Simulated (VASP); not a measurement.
Here is the system:

```xyz
2
Lattice="0.0000 2.5793 2.5793 2.5793 0.0000 2.5793 2.5793 2.5793 0.0000" Properties=species:S:1:pos:R:3 pbc="T T T"
B      0.0000     0.0000     0.0000
Bi     1.2897     1.2897     1.2897
```

These are PBEsol GGA, VASP's PBE PAW potentials (set 64) (plane waves; VASP) values and carry that method's errors. Numerical set-up: 620 eV cut-off, 9×9×9 Γ-centred mesh, Gaussian smearing of 0.050 eV, potentials B Bi_d.

Energy and stress use the plane-wave basis of the starting cell.

**Question.** The ions, cell shape and volume at an external pressure of 30.0 GPa are relaxed. Which structure does the run end with?

**Answer.** 
```xyz
2
Lattice="0.0000 2.5324 2.5324 2.5324 0.0000 2.5324 2.5324 2.5324 0.0000" Properties=species:S:1:pos:R:3 pbc="T T T"
B      5.0647     5.0647     5.0647
Bi     1.2662     1.2662     1.2662
```
Space group F-43m (216), at a tolerance of 0.03 Å.

**Question.** How do energy and volume change from the first to the last step?

**Answer.** The energy (σ→0) changes by +142.1 meV/atom and the volume by -5.4 %, in 4 ionic steps.

```json
[
 {"step": "1", "E(σ→0) (eV)": "-9.4292", "max force (eV/Å)": "0.000", "pressure (GPa)": "19.95", "volume (Å³)": "34.32"},
 {"step": "2", "E(σ→0) (eV)": "-8.3038", "max force (eV/Å)": "0.000", "pressure (GPa)": "55.41", "volume (Å³)": "29.25"},
 {"step": "3", "E(σ→0) (eV)": "-9.1549", "max force (eV/Å)": "0.000", "pressure (GPa)": "29.63", "volume (Å³)": "32.53"},
 {"step": "4", "E(σ→0) (eV)": "-9.1449", "max force (eV/Å)": "0.000", "pressure (GPa)": "29.97", "volume (Å³)": "32.48"}
]
```

The structure was generated: BBi was put into the zinc blende type (F-43m), which need not be its known phase. This run relaxes it under an external pressure of 30 GPa. Symmetry was kept, so distortions that lower it aren't found.
